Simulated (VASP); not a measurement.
CdS (relaxed from the wurtzite structure, space group P6_3mc): computed properties

These are r2SCAN meta-GGA, VASP's PBE PAW potentials (set 64) (plane waves; VASP) values and carry that method's errors.

```yaml
space_group: P6_3mc (186)
cell: a = 4.1546 Å, b = 4.1546 Å, c = 6.7819 Å, α = 90.00°, β = 90.00°, γ = 120.00°
volume_per_atom: 25.34 Å³/atom
band gap (over mesh and band path): 1.62 eV
smallest direct gap (over mesh and band path): 1.62 eV
band_edge_character: direct, Γ to Γ
density: 4.73 g/cm³
```

```cif
data_Cd2S2
_chemical_formula_sum 'Cd2 S2'
_space_group_name_H-M_alt 'P 1'
_space_group_IT_number 1
_cell_length_a 4.15456
_cell_length_b 4.15456
_cell_length_c 6.78193
_cell_angle_alpha 90.000
_cell_angle_beta 90.000
_cell_angle_gamma 120.000
loop_
_space_group_symop_operation_xyz
  'x, y, z'
loop_
_atom_site_label
_atom_site_type_symbol
_atom_site_fract_x
_atom_site_fract_y
_atom_site_fract_z
_atom_site_occupancy
Cd1 Cd 0.33333 0.66667 0.99985 1
Cd2 Cd 0.66667 0.33333 0.49985 1
S1 S 0.33333 0.66667 0.37515 1
S2 S 0.66667 0.33333 0.87515 1
```

The structure was generated: CdS was put into the wurtzite type (P6_3mc), which need not be its known phase. It was relaxed first, which changed the volume by +7 %. Symmetry was kept, so distortions that lower it aren't found.
